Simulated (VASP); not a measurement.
Given:

```yaml
crystal:
  lattice:
    - [4.99046, 0.00000, 0.00000]
    - [0.00000, 4.99046, 0.00000]
    - [0.00000, 0.00000, 3.41488]
  atoms:
    - { symbol: Pb, position: [0.00000, 0.00000, 0.00000] }
    - { symbol: Pb, position: [0.50000, 0.50000, 0.50000] }
    - { symbol: O, position: [0.30727, 0.30727, 0.00000] }
    - { symbol: O, position: [0.80727, 0.19273, 0.50000] }
    - { symbol: O, position: [0.19273, 0.80727, 0.50000] }
    - { symbol: O, position: [0.69273, 0.69273, 0.00000] }
```

Method: r2SCAN meta-GGA, VASP's PBE PAW potentials (set 64) (plane waves; VASP 6.6.1). Settings: 520 eV cut-off, 5×5×7 Γ-centred mesh, tetrahedra with Blöchl corrections, potentials Pb_d O.

The cores are frozen, which limits the accuracy of field gradients.

### Question
Give the principal components of the electric field gradient (V/Å²) and the asymmetry η at each nucleus.

### Answer

```csv
atom,Vxx,Vyy,Vzz,η
Pb1,-112.2,-17.1,129.3,0.74
Pb2,-112.2,-17.1,129.3,0.74
O3,76.4,53.6,-130.0,0.18
O4,76.4,53.6,-130.0,0.18
O5,76.4,53.6,-130.0,0.18
O6,76.4,53.6,-130.0,0.18
```

The compound is PbO2 in the rutile structure. It was relaxed first.
